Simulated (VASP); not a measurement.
NbSi$_{2}$ (relaxed from the fluorite structure, space group Fm-3m): computed properties

Computed with PBEsol GGA, VASP's PBE PAW potentials (set 64) (plane waves; VASP).

```
Property                                                              Result
----------------------------------  ----------------------------------------
space group                                                      Fm-3m (225)
cell                                a = b = c = 5.9776 Å, α = β = γ = 90.00°
volume per atom                                               17.80 Å^3/atom
band gap (over mesh and band path)  none (metal, semimetal or under 0.01 eV)
density                                                           4.64 g/cm³
```

```cif
data_NbSi2
_chemical_formula_sum 'Nb1 Si2'
_space_group_name_H-M_alt 'P 1'
_space_group_IT_number 1
_cell_length_a 4.22680
_cell_length_b 4.22680
_cell_length_c 4.22680
_cell_angle_alpha 60.000
_cell_angle_beta 60.000
_cell_angle_gamma 60.000
loop_
_space_group_symop_operation_xyz
  'x, y, z'
loop_
_atom_site_label
_atom_site_type_symbol
_atom_site_fract_x
_atom_site_fract_y
_atom_site_fract_z
_atom_site_occupancy
Nb1 Nb 0.00000 0.00000 0.00000 1
Si1 Si 0.25000 0.25000 0.25000 1
Si2 Si 0.75000 0.75000 0.75000 1
```

The structure was generated: NbSi2 was put into the fluorite type (Fm-3m), which need not be its known phase. It was relaxed first, which changed the volume by -10 %. Symmetry was kept, so distortions that lower it aren't found. The electron count is odd and the run is not spin-polarised, which forces a metal.
